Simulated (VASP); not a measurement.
OSZICAR of a VASP run on CoGa (CsCl type):

File OSZICAR:
```
       N       E                     dE             d eps       ncg     rms          rms(c)
DAV:   1     0.130763105647E+03    0.13076E+03   -0.14790E+04  2608   0.368E+03
DAV:   2     0.202915378341E+01   -0.12873E+03   -0.12557E+03  2723   0.504E+02
DAV:   3    -0.876796105938E+01   -0.10797E+02   -0.10739E+02  3241   0.152E+02
DAV:   4    -0.900302235802E+01   -0.23506E+00   -0.23500E+00  3467   0.250E+01
DAV:   5    -0.901301961987E+01   -0.99973E-02   -0.99971E-02  4083   0.420E+00    0.581E+00
DAV:   6    -0.284514815923E+02   -0.19438E+02   -0.47706E+01  2657   0.743E+01    0.129E+01
DAV:   7    -0.277805287638E+02    0.67095E+00   -0.92134E-01  2922   0.136E+01    0.104E+01
DAV:   8    -0.265668688982E+02    0.12137E+01   -0.26560E+00  2887   0.222E+01    0.446E+00
DAV:   9    -0.268354379887E+02   -0.26857E+00   -0.65783E+00  2613   0.442E+01    0.572E+00
DAV:  10    -0.263653365828E+02    0.47010E+00   -0.11208E+00  2767   0.198E+01    0.206E+00
DAV:  11    -0.263149368145E+02    0.50400E-01   -0.15985E-01  3292   0.568E+00    0.697E-01
DAV:  12    -0.263096024323E+02    0.53344E-02   -0.15974E-02  3567   0.174E+00    0.329E-01
DAV:  13    -0.263094069049E+02    0.19553E-03   -0.21502E-03  3118   0.786E-01    0.316E-01
DAV:  14    -0.263093044863E+02    0.10242E-03   -0.33175E-03  3119   0.923E-01    0.124E-01
DAV:  15    -0.263091270374E+02    0.17745E-03   -0.79287E-04  3583   0.399E-01    0.302E-02
DAV:  16    -0.263091512560E+02   -0.24219E-04   -0.18193E-05  2720   0.450E-02    0.100E-02
DAV:  17    -0.263091491514E+02    0.21046E-05   -0.10346E-05  3135   0.498E-02    0.409E-03
DAV:  18    -0.263091515564E+02   -0.24050E-05   -0.22020E-06  3368   0.220E-02    0.217E-03
DAV:  19    -0.263091516907E+02   -0.13431E-06   -0.18999E-07  1751   0.655E-03    0.772E-04
DAV:  20    -0.263091517335E+02   -0.42749E-07   -0.51030E-08  1379   0.382E-03
   1 F= -.26309152E+02 E0= -.26309568E+02  d E =0.124927E-02
```

Which electronic solver shows in the log?

It is blocked Davidson (ALGO = Normal, or the opening steps of other solvers). The INCAR had ALGO = Normal.

How was spin treated?

Without spin polarisation: there is no mag entry.

Can the final energy be trusted as converged?

The calculation finished and met its thresholds. It stopped with EDIFF = 1E-7, NELM = 100 (TPSS meta-GGA, plane waves, VASP's PBE PAW potentials (set 64)).

The compound is CoGa in the CsCl type structure. It was relaxed first. The run is not spin-polarised, so no magnetic state was tried.
